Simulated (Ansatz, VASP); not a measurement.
# Cross-check of BaTiO3 between VASP and Ansatz

Aim: how closely do two programs agree when they are given the same cell, functional and k mesh?

Calculated with Ansatz 0.2.0; plane waves, with VASP 6.6.1 beside it; single point at PBE.

## 1. The structure

It takes space group Pm-3m (No. 221, cubic). Conventional cell: a = 4.006 Å, b = 4.006 Å, c = 4.006 Å, α = 90.00°, β = 90.00°, γ = 90.00°. Nearest to Ba lie 12 O at 2.83 Å. Nearest to Ti lie 6 O at 2.00 Å. O has 2 Ti at 2.00 Å and 4 Ba at 2.83 Å nearest. Farther neighbours and most contacts between anions are not listed.

## 2. Ansatz: single point, PBE

Ansatz runs on its default PAW (the set named soft_2) files.

A single point gives forces, pressure and levels at one fixed geometry, so differences don't come from the geometry; what else differs is listed under the comparison.

Contents of input.yaml:

```yaml
crystal:
  lattice:
    - [4.006, 0.0, 0.0]
    - [0.0, 4.006, 0.0]
    - [0.0, 0.0, 4.006]
  atoms:
    - { symbol: Ba, position: [0.5, 0.5, 0.5] }
    - { symbol: Ti, position: [0.0, 0.0, 0.0] }
    - { symbol: O, position: [0.0, 0.0, 0.5] }
    - { symbol: O, position: [0.0, 0.5, 0.0] }
    - { symbol: O, position: [0.5, 0.0, 0.0] }
hamiltonian:
  xc: pbe
  pseudopotentials: { kind: paw }
kpoints:
  mp_grid: { grid: [5, 5, 5] }
scf:
  occupations: { method: gaussian, width: 0.01 }
  n_extra_bands: 5
output:
  forces: true
  stress: true
  eigenvalues: true
```

On the command line:

```
> ansatz run input.yaml --threads 2 --pin off --max-ram 4608MiB --backend cpu --events-out ev --progress --plain --runs-dir out
```

Numbers of over 12 decimals in the logs are rounded to 6 here.

Output:

```text
scf.n_extra_bands = 5 over 20 filled bands (N_el = 40.0): the run solves 25 bands
Engine: ansatz 0.2.0, aarch64-unknown-linux-gnu
Pseudopotentials: kind: paw
Pseudopotential: Ba, paw, valence charge 10, recommended cutoff 420 eV (normal), Ba.paw.azcp
Pseudopotential: Ti, paw, valence charge 12, recommended cutoff 420 eV (normal), Ti.paw.azcp
Pseudopotential: O, paw, valence charge 6, recommended cutoff 420 eV (normal), O.paw.azcp
Functional definition: PBE
  parameter kappa = 0.804
  parameter beta = 0.066725
  exchange = pbe_x(kappa = kappa, mu = beta*pi^2/3)
  correlation = pbe_c(beta = beta)
Crystal: 5 atoms, lattice volume = 64.288 Å³
Basis set: ecut = 420 eV, 1237 PW (Γ), exchange–correlation on 54×54×54 points (8 copies of the dense FFT grid, shifted against one another)
Bands: 25, of which v1, the nominal top of the filled ones, is band 20 counted from 1 (19 counted from 0)
Symmetry: 48 space group operations
Space group: Pm-3m (ITA 221), of the structure as read, at distance tolerance 4.0e-5 Å
k-points: 10 of 125
Non-local potential: Ba, projectors of the file, l = 0: 3, l = 1: 2, l = 2: 2, l = 3: 2
Non-local potential: Ti, projectors of the file, l = 0: 3, l = 1: 2, l = 2: 3, l = 3: 1
Non-local potential: O, projectors of the file, l = 0: 2, l = 1: 2, l = 2: 1
PAW form: soft (Blöchl's): semilocal exchange-correlation on the pseudo side does not see the compensation charge
PAW one-centre angular grid: Ba, 194 points (default); XC on 64 Gauss nodes
PAW one-centre angular grid: Ti, 590 points (default); XC on 64 Gauss nodes
PAW one-centre angular grid: O, 110 points (default); XC on 64 Gauss nodes
Initial density: superposition of atomic densities (neutral atoms: chi_scale 0, normalization atom), corrected by the library's trained network
Initial wavefunctions: pseudopotential atomic-orbital guess
Functional: x = pbe(κ = 0.804, μ = 0.219515), c = pbe(β = 0.066725)
SCF iter   1: F=—  HF=-10159.558504 eV  |F-HF|=—  |Δ(HF+E_count)|=         —  Δρ=1.46e-3  dr2=6.10e-4  ethr=1.77e-3  ⟨swp⟩=6.2  Hψ=1252  notcnv=0
preconditioner: auto → Resta (q_TF=auto, 2.521 Å⁻¹)  ε∞=5.9  [insulator: Δε(μ)=1.898 eV  Ē_g=11.810 eV  σ=0.010 eV  W_gap=1.00  n_scr=18 (ndim 8)  ℏωp=26.2 eV  f_vac=0.000  D(μ)=0.00/eV (n_scr^D=0)  ε∞_Penn≈5.9]
SCF iter   2: F=—  HF=-10159.558827 eV  |F-HF|=—  |Δ(HF+E_count)|=   3.24e-4  Δρ=6.98e-4  dr2=1.38e-4  ethr=1.52e-6  ⟨swp⟩=2.0  Hψ=561  notcnv=0  defer=5
SCF iter   3: F=—  HF=-10159.558975 eV  |F-HF|=—  |Δ(HF+E_count)|=   1.48e-4  Δρ=1.04e-4  dr2=1.12e-5  ethr=3.45e-7  ⟨swp⟩=2.2  Hψ=363  notcnv=0  defer=7
SCF iter   4: F=—  HF=-10159.559741 eV  |F-HF|=—  |Δ(HF+E_count)|=   7.66e-4  Δρ=4.39e-5  dr2=1.59e-6  ethr=2.79e-8  ⟨swp⟩=2.2  Hψ=433  notcnv=0  defer=7
iter 5 did not close the SCF: its close was put off for the readings that it lacked (scf_convergence_deferred on its scf_iter line)
SCF iter   5: F=-10159.559741 eV  HF=-10159.559741 eV  |F-HF|=2.04e-8  |Δ(HF+E_count)|=   5.00e-8  Δρ=1.32e-5  dr2=3.73e-8  ethr=3.97e-9  ⟨swp⟩=2.0  Hψ=369  notcnv=0  defer=7
SCF iter   6: F=-10159.559741 eV  HF=-10159.559741 eV  |F-HF|=2.81e-9  |Δ(HF+E_count)|=   2.48e-8  Δρ=3.68e-6  dr2=3.30e-9  ethr=9.33e-11  ⟨swp⟩=5.9  Hψ=1233  notcnv=0
SCF 1 converged in 6 iterations: F = -10159.559741 eV  dr2 = 3.30e-9
  greatest PAW one-centre occupation: 0.999 electrons in one spin orbital (limit 2), on the Ti atom at site 1 (counted from 0), in its partial waves of l = 0
SCF converged after 6 iterations
Free energy (F): -10159.559741 eV
Harris-Foulkes:  -10159.559741 eV  (|F-HF|=2.81e-9)
Internal energy: -10159.559741 eV  (E = F + TS)
E sigma→0 (E₀):  -10159.559741 eV
Fermi energy:    11.113520 eV
--- Per-component energies (eV) ---
  E_band       = -141.700445
  E_kinetic    = 969.623250
  E_local      = -2096.774507  (includes V_loc(G=0)·N_el)
  E_nonlocal   = 203.376032
  E_hartree    = 818.429901
  E_xc         = -491.445888
  E_vxc        = -546.112519  (∫ρ·V_xc dr)
  E_paw        = -6744.369659  (= ΣΔE_a)
  E_vpaw       = -308.680910  (= ΣTr[D̂ρ^β])
  E_aug_tail   = 0.007333  (compensation charges beyond the density's cutoff)
  E_ewald      = -2818.406203
  E_smearing   = -0.000000  (= −TS)
  E_closure    = 0.000000  (closes the sum)
  Σ components = -10159.559741   (vs F -10159.559741, Δ=0.00e0)
--- Forces (eV/Å), atoms counted from 1 ---
  atom   1  Ba     0.00000000    -0.00000000     0.00000000
  atom   2  Ti    -0.00000000    -0.00000000     0.00000000
  atom   3  O      0.00000000    -0.00000000     0.00000000
  atom   4  O      0.00000000     0.00000000    -0.00000000
  atom   5  O     -0.00000000    -0.00000000     0.00000000
  max |Σ_I F_I| component: 2.61e-29 eV/Å
--- Stress (GPa, compression-positive) ---
        1.655775       0.000000      -0.000000
       -0.000000       1.655775       0.000000
        0.000000       0.000000       1.655775
  P = ⅓ Tr σ = 1.6558 GPa (16.558 kbar)
--- Band table (eV; the first three rows and the last of 10) ---
  k-point 0: bands = [... 16 lower, 9.1626, 10.1587, 10.1587, 10.1587, 12.0684, 12.0684, 12.0684, 14.2143, ... 1 higher]
  k-point 1: bands = [... 16 lower, 8.8743, 9.3474, 9.9183, 9.9183, 12.1111, 12.7501, 12.7501, 14.2161, ... 1 higher]
  k-point 2: bands = [... 16 lower, 8.4950, 8.4950, 9.6368, 9.6368, 12.1826, 13.6403, 13.6403, 14.2187, ... 1 higher]
  k-point 9: bands = [... 16 lower, 7.9062, 10.0214, 10.0214, 10.1504, 14.2753, 14.2753, 14.2763, 17.3577, ... 1 higher]
```

It took 0.94 s on 2 threads of Arm Neoverse V2, shared host; peak memory 0.32 GiB.

The column dr2 measures how far the density is from self-consistency, as an energy; F and HF (Harris–Foulkes) agree once it is small.

The run ends at a pressure of 1.66 GPa.

## 3. VASP: single point, PBE

The same cell, functional, mesh and smearing now go to VASP, with its own data sets and cutoff.

Lines of VASP's logs that name or quote its potential files are left out, and so is its time.

Contents of INCAR:

```
SYSTEM = BaTiO3
PREC = Accurate
ENCUT = 520
EDIFF = 1E-07
NELM = 100
ISMEAR = 0
SIGMA = 0.01
LREAL = .FALSE.
ALGO = Normal
GGA = PE
NBANDS = 26
LORBIT = 11
LWAVE = .FALSE.
LCHARG = .FALSE.
KPAR = 2
```

Contents of POSCAR:

```
BaTiO3
1.0
    4.0060000000      0.0000000000      0.0000000000
    0.0000000000      4.0060000000      0.0000000000
    0.0000000000      0.0000000000      4.0060000000
Ba Ti O
1 1 3
Direct
    0.5000000000      0.5000000000      0.5000000000
    0.0000000000      0.0000000000      0.0000000000
    0.0000000000      0.0000000000      0.5000000000
    0.0000000000      0.5000000000      0.0000000000
    0.5000000000      0.0000000000      0.0000000000
```

Contents of KPOINTS:

```
Automatic mesh
0
Gamma
5 5 5
0 0 0
```

PAW data sets: Ba_sv, Ti_sv and O (PBE family, release 64).

On the command line:

```
> mpirun -np 2 vasp_std
```

Output:

```text
[banner, memory and clock lines left out]
running    2 mpi-ranks, on    1 nodes
 distrk:  each k-point on    1 cores,    2 groups
 distr:  one band on    1 cores,    1 groups

 POSCAR found type information on POSCAR BaTiO
 POSCAR found :  3 types and       5 ions
 LDA part: xc-table for (Slater+PW92), standard interpolation
 POSCAR, INCAR and KPOINTS ok, starting setup
 FFT: planning ... GRIDC
 FFT: planning ... GRID_SOFT
 FFT: planning ... GRID
 WAVECAR not read
 entering main loop
       N       E                     dE             d eps       ncg     rms          rms(c)
DAV:   1     0.444268673625E+03    0.44427E+03   -0.20699E+04   520   0.163E+03
DAV:   2    -0.865031870737E+01   -0.45292E+03   -0.43924E+03   626   0.443E+02
DAV:   3    -0.489487089751E+02   -0.40298E+02   -0.40051E+02   608   0.140E+02
DAV:   4    -0.509585839336E+02   -0.20099E+01   -0.20072E+01   800   0.286E+01
DAV:   5    -0.509942458474E+02   -0.35662E-01   -0.35653E-01   694   0.346E+00    0.228E+01
DAV:   6    -0.402084724009E+02    0.10786E+02   -0.66576E+01   794   0.708E+01    0.997E+00
DAV:   7    -0.401182152567E+02    0.90257E-01   -0.10162E+01   646   0.232E+01    0.643E+00
DAV:   8    -0.399490484660E+02    0.16917E+00   -0.94011E-01   614   0.868E+00    0.282E+00
DAV:   9    -0.399858048354E+02   -0.36756E-01   -0.26424E-01   734   0.380E+00    0.135E+00
DAV:  10    -0.399681779089E+02    0.17627E-01   -0.85806E-02   630   0.314E+00    0.451E-01
DAV:  11    -0.399670190254E+02    0.11589E-02   -0.70937E-03   764   0.613E-01    0.686E-02
DAV:  12    -0.399671799955E+02   -0.16097E-03   -0.96076E-04   716   0.212E-01    0.110E-01
DAV:  13    -0.399670118579E+02    0.16814E-03   -0.68327E-04   646   0.266E-01    0.212E-02
DAV:  14    -0.399670141139E+02   -0.22559E-05   -0.31571E-05   656   0.540E-02    0.748E-03
DAV:  15    -0.399670136127E+02    0.50110E-06   -0.51237E-06   710   0.231E-02    0.124E-03
DAV:  16    -0.399670135303E+02    0.82450E-07   -0.20577E-07   480   0.394E-03
   1 F= -.39967014E+02 E0= -.39967014E+02  d E =-.321118E-51
```

OUTCAR, selected parts (step 3):

```text
ion  position               nearest neighbor table
   1  0.500  0.500  0.500-   3 2.83   4 2.83   5 2.83   4 2.83   5 2.83   3 2.83   5 2.83   5 2.83
                             3 2.83   4 2.83   4 2.83   3 2.83   2 3.47   2 3.47   2 3.47   2 3.47
   2  0.000  0.000  0.000-   3 2.00   4 2.00   5 2.00   3 2.00   4 2.00   5 2.00   1 3.47   1 3.47
                             1 3.47   1 3.47   1 3.47   1 3.47   1 3.47   1 3.47
   3  0.000  0.000  0.500-   2 2.00   2 2.00   1 2.83   1 2.83   1 2.83   1 2.83
   4  0.000  0.500  0.000-   2 2.00   2 2.00   1 2.83   1 2.83   1 2.83   1 2.83
   5  0.500  0.000  0.000-   2 2.00   2 2.00   1 2.83   1 2.83   1 2.83   1 2.83

  LATTYP: Found a simple cubic cell.
 ALAT       =     4.0060000000

 Subroutine GETGRP returns: Found 48 space group operations
 (whereof 48 operations were pure point group operations)

The static configuration has the point symmetry O_h .

 Found     10 irreducible k-points:

   k-points           NKPTS =     10   k-points in BZ     NKDIM =     10   number of bands    NBANDS=     26

   dimension x,y,z NGX =    30 NGY =   30 NGZ =   30
   dimension x,y,z NGXF=    60 NGYF=   60 NGZF=   60

   ENCUT  =  520.0 eV  38.22 Ry    6.18 a.u.   7.45  7.45  7.45*2*pi/ulx,y,z

   NELECT =      40.0000    total number of electrons

 k-points in reciprocal lattice and weights: Automatic mesh
   0.00000000  0.00000000  0.00000000       0.008
   0.20000000  0.00000000  0.00000000       0.048
   0.40000000  0.00000000  0.00000000       0.048
   0.20000000  0.20000000  0.00000000       0.096
   0.40000000  0.20000000  0.00000000       0.192
   0.40000000  0.40000000  0.00000000       0.096
   0.20000000  0.20000000  0.20000000       0.064
   0.40000000  0.20000000  0.20000000       0.192
   0.40000000  0.40000000  0.20000000       0.192
   0.40000000  0.40000000  0.40000000       0.064

 average (electrostatic) potential at core
       1 -32.8581       2 -77.0204       3 -69.6801       4 -69.6801       5 -69.6801

 E-fermi :   3.8056

 k-point     1 :       0.0000    0.0000    0.0000
  band No.  band energies     occupation
    ...
     16       2.7284      2.00000
     17       2.7284      2.00000
     18       3.6658      2.00000
     19       3.6658      2.00000
     20       3.6658      2.00000
     21       5.5483      0.00000
     22       5.5483      0.00000
     23       5.5483      0.00000
     24       7.6975      0.00000
     25       7.6975      0.00000
    ...

 k-point     2 :       0.2000    0.0000    0.0000
  band No.  band energies     occupation
    ...
     16       2.3525      2.00000
     17       2.4071      2.00000
     18       2.8488      2.00000
     19       3.4246      2.00000
     20       3.4246      2.00000
     21       5.6010      0.00000
     22       6.2426      0.00000
     23       6.2426      0.00000
     24       7.7002      0.00000
     25       8.5986      0.00000
    ...

 k-point     3 :       0.4000    0.0000    0.0000
  band No.  band energies     occupation
    ...
     16       1.9845      2.00000
     17       2.0226      2.00000
     18       2.0226      2.00000
     19       3.1411      2.00000
     20       3.1411      2.00000
     21       5.6899      0.00000
     22       7.1396      0.00000
     23       7.1396      0.00000
     24       7.7039      0.00000
     25       9.5754      0.00000
    ...

  Total        1.3742052      1.3742052      1.3742052      0.0000000      0.0000000      0.0000000
  in kB       34.2475369     34.2475369     34.2475369      0.0000000      0.0000000      0.0000000
  external PRESSURE =      34.2475369 kB  Pullay stress =       0.0000000 kB

  energy-cutoff  :      520.00
  volume of cell :       64.29
      direct lattice vectors                 reciprocal lattice vectors
     4.006000000  0.000000000  0.000000000     0.249625562  0.000000000  0.000000000
     0.000000000  4.006000000  0.000000000     0.000000000  0.249625562  0.000000000
     0.000000000  0.000000000  4.006000000     0.000000000  0.000000000  0.249625562

 POSITION                                       TOTAL-FORCE (eV/Angst)
 -----------------------------------------------------------------------------------
      2.00300      2.00300      2.00300         0.000000      0.000000      0.000000
      0.00000      0.00000      0.00000         0.000000      0.000000      0.000000
      0.00000      0.00000      2.00300         0.000000      0.000000      0.000000
      0.00000      2.00300      0.00000         0.000000      0.000000      0.000000
      2.00300      0.00000      0.00000         0.000000      0.000000      0.000000
 -----------------------------------------------------------------------------------
    total drift:                               -0.000000     -0.000000      0.000000

  FREE ENERGIE OF THE ION-ELECTRON SYSTEM (eV)
  ---------------------------------------------------
  free  energy   TOTEN  =       -39.9670135303 eV

  energy  without entropy=      -39.9670135303  energy(sigma->0) =      -39.96701353

 total charge
# of ion       s       p       d       tot
------------------------------------------
    1        2.008   5.652   0.329   7.989
    2        2.209   6.268   1.694  10.170
    3        1.564   3.467   0.000   5.031
    4        1.564   3.467   0.000   5.031
    5        1.564   3.467   0.000   5.031
--------------------------------------------------
tot          8.908  22.320   2.023  33.251

[... 3 further parts left out ...]
```

Harder data sets than Ba_sv exist (the GW ones), and pressures, volumes and forces can shift noticeably with them.

## 4. Differences

Known differences besides the potentials themselves: the cutoff is 420 eV in Ansatz and 520 eV in VASP; VASP leaves aspherical gradient terms in its spheres out (LASPH is not set), Ansatz keeps them. Total energies have different zeros and are not compared.

The two programs side by side:

| quantity | Ansatz | VASP | difference |
| --- | --- | --- | --- |
| pressure (GPa) | 1.66 | 3.42 | -1.77 |
| pressure without Ansatz's Pulay correction (GPa) | 1.10 | 3.42 | -2.32 |
| gap on the k mesh (eV) | 1.910 | 1.848 | +0.062 |

A gap on the mesh is an upper bound, since the band edges may lie between its points. Ansatz's pressure holds a Pulay correction of 0.55 GPa; VASP's holds none.

## 5. Other set-ups

Further runs change the set-up of one program: Ansatz's method, potentials or start, or VASP's data sets, cutoff or form of LDA. The table gives Ansatz less VASP for each quantity, since a change that brings one quantity closer may part another.

```
                                        run  pressure (GPa)  gap on the k mesh (eV)
                                   as above            -1.8                   0.062
          Ansatz's all-electron LAPW method            -1.8                   0.057
    Ansatz's larger PAW set (cutoff 910 eV)            -1.7                   0.057
norm-conserving potentials (cutoff 1240 eV)            -1.9                   0.065
```

## 6. Summary of results

```yaml
difference_in_pressure_single_point_pbe: -1.8 GPa
difference_in_gap_on_the_k_mesh_single_point_pbe: 0.062 eV
```

What this shows: The difference in pressure is -1.8 GPa (single point, PBE), beyond the 1 GPa picked in this series as the mark of a large difference. For single point, PBE, no further run moves any of the tabulated differences by more than a quarter of its size. How closely two codes agree says nothing of how well the functional describes the real material.

[Lines on the potential files, build, host, timing and source positions are cut from VASP's logs without a mark.]

[Logs are printed without paths, hosts, clocks, repeated set-up lines and the standing remarks that a program may print on its own settings, such as how far it seeks lower states.]

[Hosts, paths, dates, database ids (printed as entryN), source tags and the programs' standing remarks are cut or masked in the printed files.]
